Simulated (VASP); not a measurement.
Output of a VASP run:

**OUTCAR**
```
 ion  position               nearest neighbor table
   1  0.499  0.001  0.001-  53 1.88  45 1.88  61 1.90  32 1.91   9 3.03  18 3.07  23 3.07   5 3.08
                             8 3.08  22 3.09  15 3.09   2 3.10   3 3.10  30 3.11  13 3.11   7 3.11
   2  0.750  0.250  0.000-  43 1.89  32 1.89  33 1.89  54 1.90  24 3.09  23 3.09  28 3.09  13 3.09
                            16 3.09   3 3.09   4 3.10   6 3.10  14 3.10   1 3.10   9 3.10  10 3.11
   3  0.750  0.000  0.250-  38 1.89  34 1.89  48 1.89  32 1.89  18 3.08  21 3.08   7 3.09  25 3.09
                             2 3.09   4 3.09  16 3.09   1 3.10  11 3.10  19 3.10  12 3.10   9 3.10
   4  1.000  0.000  0.000-  38 1.89  43 1.89  35 1.89  62 1.89  25 3.08  13 3.08   8 3.08   5 3.08
                             7 3.08  28 3.08   3 3.09  16 3.10   2 3.10  22 3.10  31 3.10  15 3.10
   5  0.249  0.248  1.000-  53 1.89  35 1.89  59 1.90  36 1.92   9 3.03   8 3.08   4 3.08  28 3.08
                             1 3.08  22 3.08  23 3.09  16 3.09  17 3.10  14 3.11   6 3.12  29 3.12
   6  0.500  0.501  0.999-  60 1.89  36 1.90  54 1.90  37 1.90  29 3.09  30 3.09  24 3.09  23 3.09
                            15 3.09   2 3.10  17 3.11  18 3.11   9 3.11  10 3.11   7 3.12   5 3.12
   7  0.752  0.751  1.000-  55 1.89  38 1.89  61 1.90  37 1.92  10 3.04  25 3.08  13 3.08   4 3.08
                            14 3.08  31 3.08  24 3.09   3 3.09  18 3.10   1 3.11   6 3.12  30 3.12
   8  0.249  1.000  0.248-  45 1.89  35 1.89  56 1.90  39 1.92   9 3.03   5 3.08   4 3.08  25 3.08
                             1 3.08  15 3.08  18 3.09  16 3.09  20 3.10  19 3.11  11 3.12  27 3.12
   9  0.494  0.245  0.245-  32 1.87  39 1.87  36 1.88  63 2.97   1 3.03   8 3.03   5 3.03  20 3.10
                             3 3.10   2 3.10  17 3.11  11 3.11   6 3.11
  10  0.755  0.507  0.245-  33 1.87  40 1.87  37 1.88  63 2.97  14 3.03  25 3.03   7 3.04  21 3.10
                            16 3.10  18 3.11  26 3.11   2 3.11   6 3.11
  11  0.500  0.999  0.501-  58 1.89  48 1.90  39 1.90  41 1.90  30 3.09  18 3.09  27 3.09  21 3.09
                            22 3.09   3 3.10  23 3.10  20 3.11   9 3.11  12 3.11  13 3.12   8 3.12
  12  0.756  0.244  0.507-  34 1.86  41 1.87  42 1.87  63 2.99  19 3.02  13 3.03  28 3.03   3 3.10
                            16 3.10  23 3.10  24 3.11  11 3.11  26 3.11
  13  0.752  1.000  0.751-  52 1.89  43 1.89  61 1.90  41 1.92  12 3.03  28 3.08   4 3.08   7 3.08
                            19 3.08  31 3.08  21 3.09   2 3.09  23 3.10   1 3.11  11 3.12  30 3.12
  14  1.000  0.502  0.001-  55 1.88  44 1.88  59 1.90  33 1.91  10 3.03  17 3.07  24 3.07   7 3.08
                            25 3.08  31 3.09  15 3.09   2 3.10  16 3.10  29 3.11  28 3.11   5 3.11
  15  0.250  0.750  1.000-  60 1.90  44 1.90  62 1.90  45 1.90  25 3.08   8 3.08  30 3.09  17 3.09
                            18 3.09  29 3.09   1 3.09  14 3.09   6 3.09  22 3.09  31 3.09   4 3.10
  16  1.000  0.250  0.250-  35 1.89  34 1.89  33 1.89  46 1.89  17 3.08  20 3.09   5 3.09   8 3.09
                             2 3.09   3 3.09   4 3.10  26 3.10  14 3.10  19 3.10  12 3.10  10 3.10
  17  0.248  0.500  0.248-  44 1.89  47 1.89  36 1.89  46 1.89  14 3.07  16 3.08  25 3.09  15 3.09
                            26 3.09   5 3.10   6 3.11   9 3.11  20 3.12  27 3.12  63 3.12  18 3.13
  18  0.500  0.753  0.248-  45 1.89  47 1.89  37 1.89  48 1.89   1 3.07   3 3.08  11 3.09  15 3.09
                             8 3.09   7 3.10  10 3.11   6 3.11  21 3.12  27 3.12  63 3.12  17 3.13
  19  1.000  0.001  0.501-  49 1.88  52 1.88  56 1.90  34 1.91  12 3.02  21 3.07  20 3.07  28 3.08
                            13 3.08  31 3.09  22 3.09  16 3.10   3 3.10  27 3.11   8 3.11  25 3.11
  20  0.248  0.248  0.500-  50 1.89  49 1.89  39 1.89  46 1.89  19 3.07  16 3.09  22 3.09  26 3.09
                            28 3.09   8 3.10   9 3.10  11 3.11  29 3.12  17 3.12  23 3.12  63 3.13
  21  0.752  0.752  0.500-  51 1.89  52 1.89  40 1.89  48 1.89  19 3.07   3 3.08  31 3.09  11 3.09
                            13 3.09  25 3.10  10 3.10  26 3.10  30 3.12  18 3.12  24 3.12  63 3.13
  22  0.250  0.000  0.750-  58 1.90  62 1.90  53 1.90  49 1.90   5 3.08  28 3.08  27 3.08  23 3.09
                            20 3.09  30 3.09   1 3.09  19 3.09  11 3.09  15 3.09  31 3.10   4 3.10
  23  0.500  0.249  0.752-  50 1.89  53 1.89  41 1.89  54 1.89   1 3.07  22 3.09   2 3.09   5 3.09
                             6 3.09  13 3.10  12 3.10  11 3.10  29 3.11  24 3.12  20 3.12  63 3.14
  24  0.752  0.500  0.752-  51 1.89  55 1.89  42 1.89  54 1.89  14 3.07   2 3.09  31 3.09   6 3.09
                             7 3.09  28 3.10  12 3.11  26 3.11  30 3.11  23 3.12  21 3.12  63 3.13
  25  0.000  0.751  0.248-  44 1.89  38 1.89  56 1.90  40 1.92  10 3.03   4 3.08   7 3.08   8 3.08
                            14 3.08  15 3.08  17 3.09   3 3.09  21 3.10  19 3.11  26 3.12  27 3.12
  26  0.001  0.501  0.500-  57 1.89  40 1.90  46 1.90  42 1.90  27 3.09  29 3.09  17 3.09  20 3.09
                            31 3.09  16 3.10  21 3.10  10 3.11  24 3.11  12 3.11  28 3.12  25 3.12
  27  0.250  0.750  0.502-  58 1.89  57 1.89  47 1.89  56 1.91  30 3.06  29 3.06  31 3.08  22 3.08
                            26 3.09  11 3.09  19 3.11  17 3.12  18 3.12  25 3.12   8 3.12  63 3.28
  28  0.000  0.248  0.751-  49 1.89  43 1.89  59 1.90  42 1.92  12 3.03  13 3.08   4 3.08   5 3.08
                            19 3.08  22 3.08  20 3.09   2 3.09  24 3.10  14 3.11  26 3.12  29 3.12
  29  0.251  0.502  0.749-  60 1.89  57 1.89  50 1.89  59 1.91  30 3.06  27 3.06   6 3.09  26 3.09
                            15 3.09  31 3.09  14 3.11  23 3.11  20 3.12   5 3.12  28 3.12  63 3.29
  30  0.498  0.750  0.750-  60 1.89  58 1.89  51 1.89  61 1.91  29 3.06  27 3.06  15 3.09  11 3.09
                             6 3.09  22 3.09   1 3.11  24 3.11  21 3.12   7 3.12  13 3.12  63 3.29
  31  0.000  0.750  0.750-  57 1.90  52 1.90  62 1.90  55 1.90  13 3.08   7 3.08  27 3.08  21 3.09
                            24 3.09  29 3.09  14 3.09  19 3.09  26 3.09  15 3.09  22 3.10   4 3.10
  32  0.625  0.127  0.127-   9 1.87   2 1.89   3 1.89   1 1.91
  33  0.874  0.375  0.127-  10 1.87  16 1.89   2 1.89  14 1.91
  34  0.874  0.127  0.375-  12 1.86   3 1.89  16 1.89  19 1.91
  35  0.124  0.125  0.125-   5 1.89   8 1.89   4 1.89  16 1.89
  36  0.375  0.377  0.125-   9 1.88  17 1.89   6 1.90   5 1.92
  37  0.624  0.625  0.125-  10 1.88  18 1.89   6 1.90   7 1.92
  38  0.875  0.876  0.125-  25 1.89   7 1.89   4 1.89   3 1.89
  39  0.375  0.125  0.376-   9 1.87  20 1.89  11 1.90   8 1.92
  40  0.876  0.626  0.376-  10 1.87  21 1.89  26 1.90  25 1.92
  41  0.624  0.125  0.625-  12 1.87  23 1.89  11 1.90  13 1.92
  42  0.875  0.377  0.625-  12 1.87  24 1.89  26 1.90  28 1.92
  43  0.875  0.125  0.876-  28 1.89  13 1.89   4 1.89   2 1.89
  44  0.124  0.626  0.124-  14 1.88  25 1.89  17 1.89  15 1.90
  45  0.375  0.876  0.124-   1 1.88   8 1.89  18 1.89  15 1.90
  46  0.125  0.375  0.375-  17 1.89  20 1.89  16 1.89  26 1.90
  47  0.371  0.630  0.369-  17 1.89  18 1.89  27 1.89  63 2.05
  48  0.625  0.875  0.375-  18 1.89   3 1.89  21 1.89  11 1.90
...
```

### OSZICAR
```
       N       E                     dE             d eps       ncg     rms          rms(c)
DAV:   1    -0.478262621645E+03   -0.47826E+03   -0.88364E-07   488   0.206E-03    0.159E-03
RMM:   2    -0.478262621600E+03    0.44682E-07   -0.41709E-07   385   0.136E-03    0.198E-03
RMM:   3    -0.478262621565E+03    0.35143E-07   -0.49561E-08   227   0.652E-04    0.464E-04
RMM:   4    -0.478262621567E+03   -0.18226E-08   -0.10431E-08   168   0.456E-04
   1 F= -.47826262E+03 E0= -.47826262E+03  d E =-.392985E-08  mag=     1.0000
```

OUTCAR:
```
------------------------ aborting loop because EDIFF is reached ----------------------------------------
  FORCE on cell =-STRESS in cart. coord.  units (eV):
  Direction    XX          YY          ZZ          XY          YZ          ZX
  --------------------------------------------------------------------------------------
  Total      -13.4738502    -13.3781784    -13.7990836      0.3631678     -0.4101914      0.3737452
  in kB      -32.1320305    -31.9038753    -32.9076371      0.8660716     -0.9782121      0.8912963
  external PRESSURE =     -32.3145143 kB  Pullay stress =       0.0000000 kB
  volume of cell :      671.84
      direct lattice vectors                 reciprocal lattice vectors
     8.758331436  0.000000000  0.000000000     0.114176999  0.000000000  0.000000000
     0.000000000  8.758331436  0.000000000     0.000000000  0.114176999  0.000000000
     0.000000000  0.000000000  8.758331436     0.000000000  0.000000000  0.114176999
 POSITION                                       TOTAL-FORCE (eV/Angst)
 -----------------------------------------------------------------------------------
      4.36786      0.00705      0.00500        -0.006385     -0.008400     -0.000366
      6.56894      2.19206      0.00316         0.002641      0.004842     -0.017854
      6.56913      0.00302      2.18994         0.008212     -0.008776     -0.008982
      8.75769      0.00249      0.00220        -0.006475      0.015378      0.003938
      2.17946      2.17420      8.75716        -0.002259      0.008005      0.002454
      4.37641      4.38393      8.74895         0.005388     -0.000219      0.007739
      6.58570      6.58075      8.75631         0.007149     -0.003559      0.005341
      2.17871      8.75754      2.17359         0.002876      0.001186     -0.001565
      4.32329      2.14497      2.14669        -0.000708      0.000250     -0.016868
      6.61463      4.43806      2.14831        -0.000054     -0.011118     -0.027063
      4.37648      8.74818      4.38364        -0.010497      0.021257      0.003790
      6.61769      2.14120      4.43799         0.003621      0.005402      0.004156
      6.58641      8.75769      6.58118         0.000554     -0.001161      0.003521
      8.75413      4.39294      0.00443        -0.005229      0.002297      0.003521
      2.19053      6.57051      8.75715        -0.012827      0.009055     -0.005056
      8.75678      2.19189      2.19021         0.013095     -0.000285     -0.001176
      2.16825      4.38188      2.17515        -0.009351     -0.002917     -0.000637
      4.37881      6.59259      2.17558        -0.003072     -0.003869     -0.010971
      8.75428      0.00659      4.39197         0.004155     -0.007222      0.004254
      2.17107      2.17612      4.38039        -0.012460      0.003488      0.001322
      6.58491      6.59052      4.38025         0.007894      0.012441      0.006902
      2.18991      0.00157      6.57048        -0.020114     -0.004514      0.005811
      4.37857      2.17648      6.58789         0.003667      0.013924      0.024180
      6.58189      4.38143      6.58774         0.011680     -0.000873      0.021220
      0.00367      6.58124      2.17264         0.000924      0.004589     -0.001682
      0.01113      4.38462      4.38347        -0.001386     -0.000489      0.006442
      2.19265      6.56741      4.40067         0.002381     -0.011954     -0.010335
      0.00262      2.17458      6.58054         0.006286      0.001696     -0.003302
      2.19636      4.39794      6.56390        -0.001761      0.003422      0.000954
      4.36140      6.56509      6.56444        -0.000023     -0.006888     -0.002262
      0.00104      6.57064      6.56995         0.002216      0.002185      0.020199
      5.47686      1.10989      1.10878         0.005497     -0.004362      0.005708
      7.65066      3.28527      1.10930        -0.001844     -0.012232      0.005533
      7.65157      1.10865      3.28162         0.002015     -0.004222     -0.005529
      1.08479      1.09740      1.09632         0.015935      0.003320      0.011995
      3.28258      3.29851      1.09515         0.008170     -0.001898      0.001004
      5.46203      5.47831      1.09511        -0.003031     -0.008243     -0.000931
      7.66364      7.67466      1.09561        -0.015610     -0.006031      0.010615
      3.28216      1.09295      3.29688         0.007436     -0.006187      0.001878
      7.66829      5.47964      3.29651        -0.007539     -0.012471      0.010474
      5.46266      1.09362      5.47788        -0.000411     -0.007883     -0.016206
      7.66537      3.29780      5.47657        -0.002061      0.003366     -0.005570
      7.66384      1.09787      7.67537        -0.016972     -0.003717     -0.017030
      1.08464      5.48045      1.08716         0.001028     -0.000016      0.003071
      3.28015      7.67661      1.08825         0.001015      0.001865     -0.004021
      1.09461      3.28429      3.28365        -0.017550      0.003260      0.000746
      3.24604      5.51394      3.23586         0.015859     -0.004490      0.001111
      5.47718      7.66601      3.28307        -0.010778      0.020368      0.009456
      1.08403      1.09039      5.47902         0.004109     -0.011564      0.003604
      3.25226      3.23734      5.50729         0.001918     -0.002835     -0.010508
      5.52297      5.51064      5.50788        -0.001450     -0.011365     -0.011924
      7.67086      7.67679      5.47968         0.008125     -0.000959     -0.004298
      3.28078      1.09081      7.67560        -0.002563     -0.013692     -0.009432
      5.47574      3.28395      7.66427        -0.007156      0.005978      0.018001
      7.66946      5.47870      7.67457         0.008726      0.020431     -0.007009
      1.08994      7.67026      3.29362         0.002426      0.000394     -0.000362
...
```
(Selected blocks of OUTCAR.)

File POSCAR:
```
MoC31Si31
1
    8.7583314357     0.0000000000     0.0000000000
    0.0000000000     8.7583314357     0.0000000000
    0.0000000000     0.0000000000     8.7583314357
Si C Mo
31 31 1
Direct
  0.4987090016   0.0008046499   0.0005710847
  0.7500219956   0.2502823344   0.0003607214
  0.7500438964   0.0003450153   0.2500403995
  0.9999268446   0.0002837984   0.0002506619
  0.2488436832   0.2482440723   0.9998663691
  0.4996851585   0.5005434140   0.9989293278
  0.7519350108   0.7513699364   0.9997696994
  0.2487586917   0.9999096374   0.2481738359
  0.4936199513   0.2449062367   0.2451029363
  0.7552380608   0.5067240508   0.2452879008
  0.4996935304   0.9988404697   0.5005103852
  0.7555883592   0.2444761990   0.5067160090
  0.7520169480   0.9999265468   0.7514199428
  0.9995198810   0.5015731024   0.0005057662
  0.2501084364   0.7502013553   0.9998652831
  0.9998228306   0.2502634827   0.2500712267
  0.2475645550   0.5003099008   0.2483520310
  0.4999597168   0.7527216810   0.2484006493
  0.9995374777   0.0007524070   0.5014618271
  0.2478858165   0.2484630898   0.5001402417
  0.7518452808   0.7524863161   0.5001236944
  0.2500379164   0.0001792087   0.7501979384
  0.4999323746   0.2485043201   0.7521850114
  0.7515004339   0.5002583647   0.7521687777
  0.0004195900   0.7514266487   0.2480660199
  0.0012710556   0.5006223436   0.5004914138
  0.2503506829   0.7498477072   0.5024557321
  0.0002988062   0.2482875499   0.7513468788
  0.2507732876   0.5021431205   0.7494459398
  0.4979719088   0.7495826154   0.7495081290
  0.0001185282   0.7502155503   0.7501367911
  0.6253310327   0.1267236993   0.1265973578
  0.8735296963   0.3751017164   0.1266560898
  0.8736338227   0.1265820321   0.3746858928
  0.1238579346   0.1252973683   0.1251744609
  0.3747945862   0.3766138860   0.1250404113
  0.6236378364   0.6254972538   0.1250368840
  0.8750110451   0.8762700052   0.1250939936
  0.3747476666   0.1247900357   0.3764273977
  0.8755423568   0.6256492665   0.3763854288
  0.6237102208   0.1248662715   0.6254483430
  0.8752093304   0.3765333818   0.6252984829
  0.8750342299   0.1253511903   0.8763506451
  0.1238408974   0.6257417284   0.1241289131
  0.3745172487   0.8764921359   0.1242536393
  0.1249791880   0.3749904384   0.3749172227
  0.3706232521   0.6295645649   0.3694612499
  0.6253677662   0.8752820540   0.3748509038
  0.1237717940   0.1244973872   0.6255783471
  0.3713335888   0.3696293141   0.6288059833
  0.6305963053   0.6291885249   0.6288728535
  0.8758358062   0.8765130862   0.6256533040
  0.3745893848   0.1245451685   0.8763770956
  0.6252031665   0.3749510452   0.8750835381
  0.8756763657   0.6255415257   0.8762592905
  0.1244460064   0.8757676052   0.3760560758
  0.1249243513   0.6251031299   0.6252509265
  0.3749900724   0.8753286061   0.6252367155
  0.1245607100   0.3761351362   0.8756057229
  0.3751347018   0.6250961228   0.8751099835
  0.6240425300   0.8757198213   0.8755950786
  0.1248317027   0.8754658381   0.8753717229
  0.5152556921   0.4852975351   0.4836864206
```

Question: Reconstruct the remaining input files.

Answer: Several could match; the one computed here: the input of the run itself, PBE GGA, plane waves, VASP's PBE PAW potentials (set 64).

**KPOINTS**
```
Automatic
0
gamma
  1 1 1
```

### INCAR
```
# general
SYSTEM      =  MoC31Si31
PREC        =  Normal
ENCUT       =  400
LREAL       =  Auto
LASPH       =  .True.
ISYM        =  0
NELECT      =  253.0

# electronic loop
EDIFF       =  1E-6
NELM        =  100
NELMIN      =  4
ALGO        =  Fast
LMAXMIX     =  4

# smearing
ISMEAR      =  0
SIGMA       =  0.05

# functional
GGA         =  PE

# spin
ISPIN       =  2
MAGMOM      =  63*0.0159
NUPDOWN     =  1

# output
LWAVE       =  .True.
LCHARG      =  .False.
LORBIT      =  11

# other
LHYPERFINE  =  .True.
```

POTCAR, in this order: Si C Mo (PBE.64 set). Program: vasp_gam. Read from the step before: WAVECAR.

At this cut-off the stress carries a Pulay error, which pulls relaxed volumes low. The cell is charged, with a uniform compensating background.  The supercell is sampled at Γ alone, which is coarse: total energies, pressure and levels can be off, energies of defects by several tenths of an eV.

The cell is a supercell with a defect, built from SiC (zinc blende): Mo_Si-vac_C, charge +1.
